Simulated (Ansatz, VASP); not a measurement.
# SrLiH3: VASP beside Ansatz

```
Li Sr H
1.0
     4.63079    0.00000    0.00000
     0.00000    4.63079    0.00000
     0.00000    0.00000    4.63079
Li Sr H
1 1 3
Direct
  0.00000 0.00000 0.00000
  0.50000 0.50000 0.50000
  0.00000 0.50000 0.50000
  0.50000 0.00000 0.50000
  0.50000 0.50000 0.00000
```

The cell comes from a database or a generator and needn't be the stable form of this composition.

Alike in both runs: task single point; functional PBEsol; k mesh 3 × 3 × 3; no spin polarisation.

|  | VASP | Ansatz |
| --- | --- | --- |
| version | VASP 6.6.1 | Ansatz 0.2.0 |
| potentials or method | VASP PAW PBE potentials, release 64 (Li_sv, Sr_sv, H) | plane waves, PAW |
| plane-wave cutoff (eV) | 520 | 550 |
| occupations | gaussian, width 0.01 eV | fixed |
| valence electrons in the cell | 16 | 16 |

```csv
,VASP,Ansatz,Ansatz less VASP
gap on the k mesh at the Fermi level (eV),2.72,2.72,-0.002
```

Caveats: the k mesh is coarse (spacing up to 0.45 Å⁻¹), so the values aren't converged; an odd mesh through Γ misses points on the zone boundary, where band edges often lie. PBEsol gaps usually lie below the measured ones, often by a third to a half.
